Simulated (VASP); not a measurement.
An input for Ansatz (written as the equivalent of a VASP run, and not itself run):

Ansatz 0.2 input:
```yaml
crystal:
  lattice:
    - [1.5451235, -2.6762329, 0.0000000]
    - [1.5451235, 2.6762329, 0.0000000]
    - [0.0000000, 0.0000000, 4.9957927]
  atoms:
    - { symbol: Zn, position: [0.6666670, 0.3333330, 0.5018342] }
    - { symbol: Zn, position: [0.3333330, 0.6666670, 0.0018342] }
    - { symbol: O, position: [0.6666670, 0.3333330, 0.8801658] }
    - { symbol: O, position: [0.3333330, 0.6666670, 0.3801658] }
kpoints:
  mp_grid: { grid: [8, 8, 5] }
hamiltonian:
  xc: lda
  pseudopotentials: { kind: paw }
scf:
  occupations: { method: gaussian, width: 0.05 }
  max_iter: 100
relax:
  max_steps: 40
  f_tol: 0.02
  cell: { p_target: 30 }
output: { forces: true, stress: true, eigenvalues: true }
```

Question: Translate this input to VASP (INCAR, KPOINTS, POSCAR, choice of POTCAR).

Answer: One answer among several that fit: 
**POSCAR**
```
ZnO
1
    1.5451235179    -2.6762328696    -0.0000000000
    1.5451235179     2.6762328696     0.0000000000
    0.0000000000     0.0000000000     4.9957926800
Zn O
2 2
Direct
  0.6666670000   0.3333330000   0.5018342322
  0.3333330000   0.6666670000   0.0018342322
  0.6666670000   0.3333330000   0.8801657678
  0.3333330000   0.6666670000   0.3801657678
```

### KPOINTS
```
Automatic mesh
0
Gamma
8 8 5
0 0 0
```

INCAR:
```
ALGO  =  Normal
EDIFF  =  1E-6
EDIFFG  =  -0.02
ENCUT  =  620
IBRION  =  2
ISIF  =  3
ISMEAR  =  0
LASPH  =  .TRUE.
LCHARG  =  .FALSE.
LMAXMIX  =  4
LREAL  =  .FALSE.
LWAVE  =  .FALSE.
NELM  =  100
NSW  =  40
PREC  =  Accurate
PSTRESS  =  300
SIGMA  =  0.05
SYSTEM  =  ZnO
```

POTCAR, in this order: Zn O (LDA.64 set). Program: vasp_std.

What does not carry over: each code has its own PAW files, so the cut-off isn't converted (ENCUT is set for VASP's; basis.ecutwfc is left out, and Ansatz then takes the one that its files recommend); Ansatz stops its SCF on the density residual and VASP on the energy change (EDIFF); Ansatz's lda is the Perdew-Wang form, while the LDA potentials of VASP carry Perdew-Zunger's.

The compound is ZnO in the wurtzite structure. This run relaxes it under an external pressure of 30 GPa. Symmetry was kept, so distortions that lower it aren't found.
